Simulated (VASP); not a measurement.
Computed with r2SCAN meta-GGA, VASP's PBE PAW potentials (set 64) (plane waves; VASP).

Input for VASP

### POSCAR
```
CuI
6.009290
  0.0000000000   0.5000000306   0.5000000306
  0.5000000306   0.0000000000   0.5000000306
  0.5000000306   0.5000000306   0.0000000000
Cu I
1 1
Direct
  0.0000000000   0.0000000000   0.0000000000
  0.2500000000   0.2500000000   0.2500000000
```

INCAR:
```
ALGO=Normal
CSHIFT=0.1
EDIFF=1E-7
ENCUT=400
ISMEAR=0
LASPH=.TRUE.
LCHARG=.FALSE.
LMAXMIX=4
LMIXTAU=.TRUE.
LOPTICS=.TRUE.
LPEAD=.TRUE.
LREAL=.FALSE.
LWAVE=.FALSE.
METAGGA=R2SCAN
NBANDS=39
NEDOS=1001
NELM=100
PREC=Accurate
SIGMA=0.01
SYSTEM=CuI
```

File KPOINTS:
```
Automatic mesh
0
Gamma
14 14 14
0 0 0
```

POTCAR, in this order: Cu I (PBE.64 set). Program: vasp_std.

What VASP printed:

OUTCAR:
```
 ion  position               nearest neighbor table
   1  0.000  0.000  0.000-   2 2.60   2 2.60   2 2.60   2 2.60
   2  0.250  0.250  0.250-   1 2.60   1 2.60   1 2.60   1 2.60
  LATTYP: Found a face centered cubic cell.
 ALAT       =     6.0092903674
 Subroutine PRICEL returns:
 Original cell was already a primitive cell.
 Subroutine GETGRP returns: Found 24 space group operations
The static configuration has the point symmetry T_d .
The dynamic configuration has the point symmetry T_d .
 Subroutine INISYM returns: Found 24 space group operations
 Subroutine IBZKPT returns following result:
 Found    104 irreducible k-points:

 Following reciprocal coordinates:
            Coordinates               Weight
  0.000000  0.000000  0.000000      1.000000
  0.071429  0.000000  0.000000      8.000000
  0.142857  0.000000  0.000000      8.000000
  0.214286  0.000000  0.000000      8.000000
  0.285714  0.000000  0.000000      8.000000
  0.357143  0.000000  0.000000      8.000000
  0.428571  0.000000  0.000000      8.000000
  0.500000  0.000000  0.000000      4.000000
  0.071429  0.071429  0.000000      6.000000
  0.142857  0.071429  0.000000     24.000000
  0.214286  0.071429  0.000000     24.000000
  0.285714  0.071429  0.000000     24.000000
  0.357143  0.071429  0.000000     24.000000
  0.428571  0.071429  0.000000     24.000000
  0.500000  0.071429  0.000000     24.000000
 -0.428571  0.071429  0.000000     24.000000
 -0.357143  0.071429  0.000000     24.000000
 -0.285714  0.071429  0.000000     24.000000
 -0.214286  0.071429  0.000000     24.000000
 -0.142857  0.071429  0.000000     24.000000
 -0.071429  0.071429  0.000000     12.000000
  0.142857  0.142857  0.000000      6.000000
  0.214286  0.142857  0.000000     24.000000
  0.285714  0.142857  0.000000     24.000000
  0.357143  0.142857  0.000000     24.000000
  0.428571  0.142857  0.000000     24.000000
  0.500000  0.142857  0.000000     24.000000
 -0.428571  0.142857  0.000000     24.000000
 -0.357143  0.142857  0.000000     24.000000
 -0.285714  0.142857  0.000000     24.000000
 -0.214286  0.142857  0.000000     24.000000
 -0.142857  0.142857  0.000000     12.000000
  0.214286  0.214286  0.000000      6.000000
  0.285714  0.214286  0.000000     24.000000
  0.357143  0.214286  0.000000     24.000000
  0.428571  0.214286  0.000000     24.000000
  0.500000  0.214286  0.000000     24.000000
 -0.428571  0.214286  0.000000     24.000000
 -0.357143  0.214286  0.000000     24.000000
 -0.285714  0.214286  0.000000     24.000000
 Subroutine IBZKPT_HF returns following result:
   k-points           NKPTS =    104   k-points in BZ     NKDIM =    104   number of bands    NBANDS=     39
   number of dos      NEDOS =   1001   number of ions     NIONS =      2
   total plane-waves  NPLWV =  21952
   dimension x,y,z NGX =    28 NGY =   28 NGZ =   28
   dimension x,y,z NGXF=    56 NGYF=   56 NGZF=   56
   ions per type =               1   1
   PREC   = accura    normal or accurate (medium, high low for compatibility)
   ISTART =      0    job   : 0-new  1-cont  2-samecut
   ICHARG =      2    charge: 1-file 2-atom 10-const
   ISPIN  =      1    spin polarized calculation?
   LNONCOLLINEAR =      F non collinear calculations
   LSORBIT =      F    spin-orbit coupling
   INIWAV =      1    electr: 0-lowe 1-rand  2-diag
   ENCUT  =  400.0 eV  29.40 Ry    5.42 a.u.   6.93  6.93  6.93*2*pi/ulx,y,z
   NELM   =    100;   NELMIN=  2; NELMDL= -5     # of ELM steps
   EDIFF  = 0.1E-06   stopping-criterion for ELM
   LREAL  =      F    real-space projection
   NLSPLINE    = F    spline interpolate recip. space projectors
...
```

**OSZICAR**
```
       N       E                     dE             d eps       ncg     rms          rms(c)
DAV:   1     0.785090205124E+02    0.78509E+02   -0.53785E+03  9754   0.419E+02
DAV:   2    -0.253102414597E+02   -0.10382E+03   -0.86294E+02  9250   0.135E+02
DAV:   3    -0.387631804095E+02   -0.13453E+02   -0.12900E+02  9708   0.409E+01
DAV:   4    -0.390844815927E+02   -0.32130E+00   -0.32075E+00  9962   0.631E+00
DAV:   5    -0.390918581997E+02   -0.73766E-02   -0.73759E-02 10126   0.106E+00    0.600E+00
DAV:   6    -0.361228036169E+02    0.29691E+01   -0.32667E+00 10709   0.274E+01    0.482E+00
DAV:   7    -0.357959654264E+02    0.32684E+00   -0.66978E-01 11497   0.161E+01    0.247E+00
DAV:   8    -0.357733677316E+02    0.22598E-01   -0.20971E-01  9738   0.694E+00    0.131E+00
DAV:   9    -0.357830037872E+02   -0.96361E-02   -0.57709E-02  9248   0.347E+00    0.220E-01
DAV:  10    -0.357765032593E+02    0.65005E-02   -0.27189E-02  9085   0.119E+00    0.804E-02
DAV:  11    -0.357900943677E+02   -0.13591E-01   -0.43773E-03  8987   0.316E-01    0.748E-02
DAV:  12    -0.357909689007E+02   -0.87453E-03   -0.21102E-04 10483   0.122E-01    0.796E-02
DAV:  13    -0.357914177119E+02   -0.44881E-03   -0.47235E-04  9530   0.259E-01    0.224E-02
DAV:  14    -0.357914371873E+02   -0.19475E-04   -0.40581E-05 10250   0.322E-02    0.601E-03
DAV:  15    -0.357914462584E+02   -0.90711E-05   -0.50364E-06  9291   0.126E-02    0.340E-03
DAV:  16    -0.357914452553E+02    0.10032E-05   -0.30215E-07 10209   0.339E-03    0.234E-03
DAV:  17    -0.357914457285E+02   -0.47329E-06   -0.20875E-07  9455   0.535E-03    0.102E-03
DAV:  18    -0.357914459462E+02   -0.21761E-06   -0.33890E-08  8540   0.814E-04    0.331E-04
DAV:  19    -0.357914460055E+02   -0.59304E-07   -0.23374E-09  5989   0.219E-04
   1 F= -.35791446E+02 E0= -.35791446E+02  d E =-.840576E-36
 imaginary and real dielectric function
```

File OUTCAR:
```
------------------------ aborting loop because EDIFF is reached ----------------------------------------
  FORCE on cell =-STRESS in cart. coord.  units (eV):
  Direction    XX          YY          ZZ          XY          YZ          ZX
  --------------------------------------------------------------------------------------
  Total        0.0145498      0.0145498      0.0145498      0.0000000      0.0000000     -0.0000000
  in kB        0.4296925      0.4296925      0.4296925      0.0000000      0.0000000     -0.0000000
  external PRESSURE =       0.4296925 kB  Pullay stress =       0.0000000 kB
  volume of cell :       54.25
      direct lattice vectors                 reciprocal lattice vectors
     0.000000000  3.004645184  3.004645184    -0.166409000  0.166409000  0.166409000
     3.004645184  0.000000000  3.004645184     0.166409000 -0.166409000  0.166409000
     3.004645184  3.004645184  0.000000000     0.166409000  0.166409000 -0.166409000
  FREE ENERGIE OF THE ION-ELECTRON SYSTEM (eV)
  ---------------------------------------------------
  free  energy   TOTEN  =       -35.7914460055 eV

  energy  without entropy=      -35.7914460055  energy(sigma->0) =      -35.79144601

 plasma frequency squared (from intraband transitions) (eV^2)
  --------------------------------------------------------------------------------------
       0.000       0.000       0.000
       0.000       0.000       0.000
       0.000       0.000       0.000

 plasma frequency squared (from interband transitions, int dw w eps(2)(w)) (eV^2)
  --------------------------------------------------------------------------------------
     290.697       0.000      -0.000      -0.000      -0.000       0.000
      -0.000       0.000     290.697       0.000       0.000      -0.000
      -0.000      -0.000       0.000       0.000     290.697       0.000
```
(Selected blocks of OUTCAR.)

The compound is CuI in the zinc blende structure. It was relaxed first.
